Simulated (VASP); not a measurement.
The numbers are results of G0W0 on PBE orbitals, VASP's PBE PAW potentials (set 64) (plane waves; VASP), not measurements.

A VASP calculation is set up with these files.

**KPOINTS**
```
Automatic mesh
0
Gamma
4 4 4
0 0 0
```

POSCAR:
```
C
1
    0.0000000000     1.8069700000     1.8069700000
    1.8069700000     0.0000000000     1.8069700000
    1.8069700000     1.8069700000     0.0000000000
C
2
Direct
  0.0000000000   0.0000000000   0.0000000000
  0.2500000000   0.2500000000   0.2500000000
```

INCAR:
```
SYSTEM=C
PREC=Normal; ENCUT=500; LREAL=.FALSE.
LASPH=.TRUE.; NBANDS=160
ALGO=EVGW0
ISMEAR=0; SIGMA=0.01
GGA=PE
LWAVE=.FALSE.; LCHARG=.FALSE.
NELMGW=1; NOMEGA=64; ENCUTGW=200
NBANDSGW=12; LSPECTRALGW=.TRUE.
```

POTCAR, in this order: C_GW_new (PBE.64 set). Program: vasp_std. Read from the step before: WAVECAR, WAVEDER.

The resulting files:

OSZICAR:
```
energies w=
    0.000    0.000    0.935    0.000    1.868    0.000    2.797    0.000
    3.720    0.000    4.635    0.000    5.540    0.000    6.436    0.000
    7.319    0.000    8.191    0.000    9.052    0.000    9.899    0.000
   10.736    0.000   11.561    0.000   12.376    0.000   13.181    0.000
   13.978    0.000   14.768    0.000   15.552    0.000   16.331    0.000
   17.108    0.000   17.883    0.000   18.659    0.000   19.437    0.000
   20.219    0.000   21.008    0.000   21.804    0.000   22.612    0.000
   23.432    0.000   24.269    0.000   25.124    0.000   26.002    0.000
   26.904    0.000   27.836    0.000   28.801    0.000   29.806    0.000
   30.853    0.000   31.951    0.000   33.105    0.000   34.325    0.000
   35.618    0.000   36.997    0.000   38.473    0.000   40.063    0.000
   41.782    0.000   43.655    0.000   45.704    0.000   47.964    0.000
   50.473    0.000   53.278    0.000   56.443    0.000   60.047    0.000
   64.193    0.000   69.018    0.000   74.708    0.000   81.522    0.000
   89.832    0.000  100.188    0.000  113.446    0.000  131.007    0.000
  155.342    0.000  191.244    0.000  249.404    0.000  359.525    0.000
NQ=   1    0.0000    0.0000    0.0000,
 performed        110000 updates of chi_q(r,r)
NQ=   2    0.2500    0.0000    0.0000,
 performed        328000 updates of chi_q(r,r)
NQ=   3    0.5000    0.0000    0.0000,
 performed        515000 updates of chi_q(r,r)
NQ=   4    0.2500    0.2500    0.0000,
 performed        733000 updates of chi_q(r,r)
NQ=   5    0.5000    0.2500    0.0000,
 performed       1035000 updates of chi_q(r,r)
NQ=   6   -0.2500    0.2500    0.0000,
 performed       1306000 updates of chi_q(r,r)
NQ=   7    0.5000    0.5000    0.0000,
 performed       1470000 updates of chi_q(r,r)
NQ=   8   -0.2500    0.5000    0.2500,
 performed       1680000 updates of chi_q(r,r)
 resolving degeneracies of screened two electron integrals
```

### OUTCAR
```


 k-point   1 :       0.0000    0.0000    0.0000
  band No.  KS-energies  QP-energies   sigma(KS)   V_xc(KS)     V^pw_x(r,r')   Z            occupation Imag(sigma)

      1      -8.9208     -10.5951     -16.7975     -14.6278     -25.1336       0.7716       2.0000       1.3854
      2      12.0402      11.2039     -17.6750     -16.6535     -19.3291       0.8187       2.0000       0.0621
      3      12.0402      11.2039     -17.6750     -16.6535     -19.3291       0.8187       2.0000       0.0621
      4      12.0402      11.2039     -17.6750     -16.6535     -19.3291       0.8187       2.0000       0.0621
      5      17.5246      18.3521     -14.3504     -15.3657      -9.0002       0.8151       0.0000      -0.0874
      6      17.5246      18.3521     -14.3504     -15.3657      -9.0002       0.8151       0.0000      -0.0874
      7      17.5246      18.3521     -14.3504     -15.3657      -9.0002       0.8151       0.0000      -0.0874
      8      24.5046      25.2205     -15.3723     -16.3099      -7.7953       0.7634       0.0000      -0.1964
      9      30.8400      30.9306     -11.5170     -11.6302      -4.1998       0.8011       0.0000      -0.3528
     10      38.1185      38.7905     -12.8426     -13.6665      -5.7722       0.8156       0.0000      -0.5530
     11      38.1185      38.7905     -12.8426     -13.6665      -5.7722       0.8156       0.0000      -0.5530
     12      39.1291      39.3447     -11.0193     -11.2841      -3.1609       0.8146       0.0000      -0.8546

 k-point   2 :       0.2500    0.0000    0.0000
  band No.  KS-energies  QP-energies   sigma(KS)   V_xc(KS)     V^pw_x(r,r')   Z            occupation Imag(sigma)

      1      -7.2510      -8.8676     -16.8696     -14.7619     -24.7237       0.7670       2.0000       1.1661
      2       5.6297       4.4276     -17.0555     -15.5402     -20.4263       0.7934       2.0000       0.1273
      3      10.3613       9.4511     -17.4577     -16.3408     -19.5162       0.8149       2.0000       0.0721
      4      10.3613       9.4511     -17.4577     -16.3408     -19.5162       0.8149       2.0000       0.0721
      5      19.6516      20.5487     -14.4207     -15.5313      -8.5374       0.8078       0.0000      -0.1040
      6      19.6516      20.5487     -14.4207     -15.5313      -8.5374       0.8078       0.0000      -0.1040
      7      19.8252      20.5169     -14.6741     -15.5315      -8.7730       0.8067       0.0000      -0.1066
      8      26.0576      26.8831     -14.6696     -15.7448      -6.8268       0.7677       0.0000      -0.2437
      9      32.2503      32.5247     -11.9727     -12.3192      -4.2256       0.7921       0.0000      -0.4316
     10      34.0988      34.5814     -11.9584     -12.5481      -5.0361       0.8183       0.0000      -0.4454
     11      34.0988      34.5814     -11.9584     -12.5481      -5.0361       0.8183       0.0000      -0.4454
     12      36.9359      37.1998     -11.7566     -12.0877      -3.5751       0.7971       0.0000      -0.7450

 k-point   3 :       0.5000    0.0000    0.0000
  band No.  KS-energies  QP-energies   sigma(KS)   V_xc(KS)     V^pw_x(r,r')   Z            occupation Imag(sigma)

      1      -3.3651      -4.8722     -17.5053     -15.4963     -24.3440       0.7502       2.0000       0.6964
      2      -0.9046      -2.2532     -16.2371     -14.4612     -21.7297       0.7594       2.0000       0.3856
      3       9.3421       8.3515     -17.4982     -16.2757     -19.9272       0.8103       2.0000       0.0813
      4       9.3421       8.3515     -17.4982     -16.2757     -19.9272       0.8103       2.0000       0.0813
      5      20.3338      21.2075     -13.9277     -15.0069      -7.8897       0.8096       0.0000      -0.1087
      6      20.3338      21.2075     -13.9277     -15.0069      -7.8897       0.8096       0.0000      -0.1087
      7      20.3666      20.9710     -14.7608     -15.5139      -8.6321       0.8026       0.0000      -0.1146
      8      27.3884      28.0974     -13.0432     -13.9642      -5.1580       0.7699       0.0000      -0.2674
      9      33.3951      33.9375     -12.8949     -13.5923      -4.6778       0.7777       0.0000      -0.4750
     10      35.5155      35.9628     -13.0617     -13.6371      -4.3639       0.7773       0.0000      -0.7253
     11      37.4362      38.0338     -12.7664     -13.5198      -4.5850       0.7933       0.0000      -0.7457
     12      37.4362      38.0338     -12.7664     -13.5198      -4.5850       0.7933       0.0000      -0.7457

 k-point   4 :       0.2500    0.2500    0.0000
  band No.  KS-energies  QP-energies   sigma(KS)   V_xc(KS)     V^pw_x(r,r')   Z            occupation Imag(sigma)

      1      -6.6960      -8.2287     -16.8597     -14.8018     -24.5769       0.7448       2.0000       1.0517
      2       7.5690       6.3883     -17.8046     -16.3312     -20.7966       0.8013       2.0000       0.1014
      3       8.0791       7.0477     -17.1288     -15.8490     -19.7759       0.8059       2.0000       0.0909
      4       8.0791       7.0477     -17.1288     -15.8490     -19.7759       0.8059       2.0000       0.0909
      5      16.3818      16.9409     -13.7507     -14.4308      -8.6054       0.8220       0.0000      -0.0827
      6      22.0068      22.5579     -12.9034     -13.5854      -6.5754       0.8080       0.0000      -0.1275
      7      23.2917      24.3264     -14.9120     -16.2259      -8.0257       0.7874       0.0000      -0.1535
      8      23.2917      24.3264     -14.9120     -16.2259      -8.0257       0.7874       0.0000      -0.1535
      9      31.4736      32.0732     -13.9538     -14.7243      -6.0106       0.7783       0.0000      -0.4543
     10      33.6939      34.1181     -12.5180     -13.0593      -4.2650       0.7837       0.0000      -0.5153
     11      40.9610      41.6625     -12.8432     -13.6849      -5.3761       0.8334       0.0000      -0.8314
     12      44.0637      44.3870     -11.1531     -11.5442      -2.9053       0.8265       0.0000      -1.2323

 k-point   5 :       0.5000    0.2500    0.0000
  band No.  KS-energies  QP-energies   sigma(KS)   V_xc(KS)     V^pw_x(r,r')   Z            occupation Imag(sigma)

      1      -3.0782      -4.5556     -17.2121     -15.2396     -23.8334       0.7490       2.0000       0.6314
      2       1.5324       0.1755     -17.0382     -15.2628     -21.8871       0.7643       2.0000       0.2534
      3       5.5045       4.2974     -16.9676     -15.4455     -20.3556       0.7931       2.0000       0.1245
      4       7.3480       6.2566     -17.1879     -15.8274     -20.1167       0.8022       2.0000       0.0993
      5      17.9873      18.5187     -13.2595     -13.9060      -7.7673       0.8219       0.0000      -0.0922
      6      23.1645      23.9084     -13.6695     -14.6027      -6.9479       0.7972       0.0000      -0.1526
      7      24.4927      25.5301     -14.6284     -15.9593      -7.3397       0.7795       0.0000      -0.1826
      8      24.8811      25.7654     -14.6802     -15.8137      -7.4113       0.7802       0.0000      -0.1911
      9      31.8351      32.5176     -13.5484     -14.4221      -5.3553       0.7812       0.0000      -0.4501
     10      34.9479      35.6548     -14.0009     -14.9233      -4.9780       0.7664       0.0000      -0.6937
     11      39.0285      39.5996     -12.5770     -13.2861      -4.6203       0.8054       0.0000      -0.7822
     12      42.4192      42.7005     -11.4031     -11.7518      -3.3588       0.8068       0.0000      -0.9806

 k-point   6 :      -0.2500    0.2500    0.0000
  band No.  KS-energies  QP-energies   sigma(KS)   V_xc(KS)     V^pw_x(r,r')   Z            occupation Imag(sigma)

      1      -4.5795      -6.0973     -17.0426     -15.0353     -24.1148       0.7561       2.0000       0.8108
      2       3.5318       2.1998     -17.4036     -15.6882     -21.6750       0.7765       2.0000       0.1829
      3       4.6995       3.4904     -16.5793     -15.0531     -20.0760       0.7922       2.0000       0.1376
      4       9.1418       8.1476     -17.3991     -16.1701     -19.8255       0.8090       2.0000       0.0818
      5      19.7615      20.4397     -13.6843     -14.5174      -7.8127       0.8139       0.0000      -0.1039
      6      21.7900      22.8022     -14.4734     -15.7495      -7.8465       0.7932       0.0000      -0.1348
      7      23.9953      24.8617     -14.6625     -15.7589      -7.7942       0.7902       0.0000      -0.1642
      8      25.4033      26.2285     -14.4072     -15.4768      -6.7912       0.7715       0.0000      -0.2175
      9      31.2618      31.8125     -12.7628     -13.4618      -4.9560       0.7879       0.0000      -0.3880
     10      32.5057      32.9605     -11.9182     -12.4689      -5.3109       0.8260       0.0000      -0.3558
     11      36.1019      36.7384     -13.5953     -14.4196      -4.5533       0.7721       0.0000      -0.7750
     12      44.6227      44.8556     -11.3988     -11.6848      -3.1938       0.8142       0.0000      -1.1605

 k-point   7 :       0.5000    0.5000    0.0000
  band No.  KS-energies  QP-energies   sigma(KS)   V_xc(KS)     V^pw_x(r,r')   Z            occupation Imag(sigma)

      1      -0.4512      -1.8791     -17.3183     -15.4196     -23.0378       0.7520       2.0000       0.3920
      2      -0.4512      -1.8791     -17.3183     -15.4196     -23.0378       0.7520       2.0000       0.3920
      3       5.9780       4.8170     -17.0872     -15.6275     -20.4237       0.7954       2.0000       0.1161
      4       5.9780       4.8170     -17.0872     -15.6275     -20.4237       0.7954       2.0000       0.1161
      5      16.7027      17.0850     -12.9145     -13.3762      -7.6647       0.8282       0.0000      -0.0856
      6      16.7027      17.0850     -12.9145     -13.3762      -7.6647       0.8282       0.0000      -0.0856
      7      28.2936      29.4200     -15.3430     -16.8391      -6.6099       0.7529       0.0000      -0.3514
      8      28.2936      29.4200     -15.3430     -16.8391      -6.6099       0.7529       0.0000      -0.3514
      9      34.5820      35.2965     -14.0325     -14.9567      -5.0347       0.7730       0.0000      -0.6867
...
```
(Selected blocks of OUTCAR.)

The mesh is coarse and the basis finite, so the quasiparticle values are not converged.

The compound is C in the diamond structure. This cell is one point of a volume scan, at 1.04 of the reference volume. The k-mesh is coarse (spacing up to 0.75 per Å, 2π included), so the numbers may not be converged in it.
